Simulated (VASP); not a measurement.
Calculation: PBE GGA, VASP's PBE PAW potentials (set 64) (plane waves; VASP).

Input for VASP

**POSCAR**
```
Te
1
    2.1995410000    -3.7812050000     0.0000000000
    2.1995410000     3.7812050000     0.0000000000
    0.0000000000     0.0000000000     5.9697110000
Te
3
Direct
  0.0000000000   0.2630000000   0.6666670000
  0.7370000000   0.7370000000   0.0000000000
  0.2767230000   0.0137230000   0.3333330000
```

**INCAR**
```
! general
SYSTEM   =  Te
PREC     =  Accurate
ENCUT    =  400   ! plane-wave cut-off (eV)
LREAL    =  .False.
LASPH    =  .True.

! electronic loop
EDIFF    =  1E-6
NELM     =  100   ! most electronic steps
ALGO     =  Normal   ! blocked Davidson
LMAXMIX  =  4

! smearing
ISMEAR   =  -1   ! Fermi-Dirac
SIGMA    =  0.05   ! width (eV)

! functional
GGA      =  PE   ! PBE

! ions
ISIF     =  2

! output
LWAVE    =  .False.
LCHARG   =  .False.
```

File KPOINTS:
```
Regular mesh
0
G
 5 5 4
0 0 0
```

POTCAR, in this order: Te (PBE.64 set). Program: vasp_std.

The run wrote:

### OSZICAR
```
       N       E                     dE             d eps       ncg     rms          rms(c)
DAV:   1     0.679896868606E+02    0.67990E+02   -0.56650E+03  1326   0.894E+02
DAV:   2    -0.474434449346E+01   -0.72734E+02   -0.69737E+02  1734   0.146E+02
DAV:   3    -0.929594047288E+01   -0.45516E+01   -0.45204E+01  1576   0.414E+01
DAV:   4    -0.938329947837E+01   -0.87359E-01   -0.87296E-01  1776   0.692E+00
DAV:   5    -0.938442979319E+01   -0.11303E-02   -0.11303E-02  1622   0.687E-01    0.129E+01
DAV:   6    -0.936802080353E+01    0.16409E-01   -0.19944E-02  1426   0.968E-01    0.814E+00
DAV:   7    -0.936587703772E+01    0.21438E-02   -0.41645E-02  1406   0.143E+00    0.303E-01
DAV:   8    -0.936519005190E+01    0.68699E-03   -0.77832E-03  1376   0.574E-01    0.173E-01
DAV:   9    -0.936522364049E+01   -0.33589E-04   -0.22407E-04  1655   0.114E-01    0.118E-01
DAV:  10    -0.936526591306E+01   -0.42273E-04   -0.49919E-05  1361   0.511E-02    0.267E-02
DAV:  11    -0.936525967396E+01    0.62391E-05   -0.22457E-05  1376   0.327E-02    0.185E-02
DAV:  12    -0.936525986109E+01   -0.18713E-06   -0.23563E-06  1004   0.101E-02
   1 F= -.93652599E+01 E0= -.93651954E+01  d E =-.129018E-03
```

**OUTCAR**
```
------------------------ aborting loop because EDIFF is reached ----------------------------------------
  FORCE on cell =-STRESS in cart. coord.  units (eV):
  Direction    XX          YY          ZZ          XY          YZ          ZX
  --------------------------------------------------------------------------------------
  Total        1.5074577      1.8562046      2.0079312      0.1251160      0.2343002     -0.2117134
  in kB       24.3226081     29.9495869     32.3976742      2.0187284      3.7803996     -3.4159642
  external PRESSURE =      28.8899564 kB  Pullay stress =       0.0000000 kB
  volume of cell :       99.30
      direct lattice vectors                 reciprocal lattice vectors
     2.199541000 -3.781205000  0.000000000     0.227320155 -0.132232979  0.000000000
     2.199541000  3.781205000  0.000000000     0.227320155  0.132232979  0.000000000
     0.000000000  0.000000000  5.969711000     0.000000000  0.000000000  0.167512297
 POSITION                                       TOTAL-FORCE (eV/Angst)
 -----------------------------------------------------------------------------------
      0.57848      0.99446      3.97981         0.271784      0.390428      0.021047
      3.24212      0.00000      0.00000        -0.301670     -0.023656      0.056248
      0.63885     -0.99446      1.98990         0.029886     -0.366772     -0.077295
 -----------------------------------------------------------------------------------
    total drift:                               -0.000019      0.000036     -0.000035
  FREE ENERGIE OF THE ION-ELECTRON SYSTEM (eV)
  ---------------------------------------------------
  free  energy   TOTEN  =        -9.3652598611 eV

  energy  without entropy=       -9.3651308433  energy(sigma->0) =       -9.36519535
```
(Selected blocks of OUTCAR.)

The compound is Te in the trig structure. The cell was not relaxed at this level, atoms are displaced from their ideal sites. The run is one of a series of settings (ISMEAR = -1 against the base run), some of them coarse on purpose.
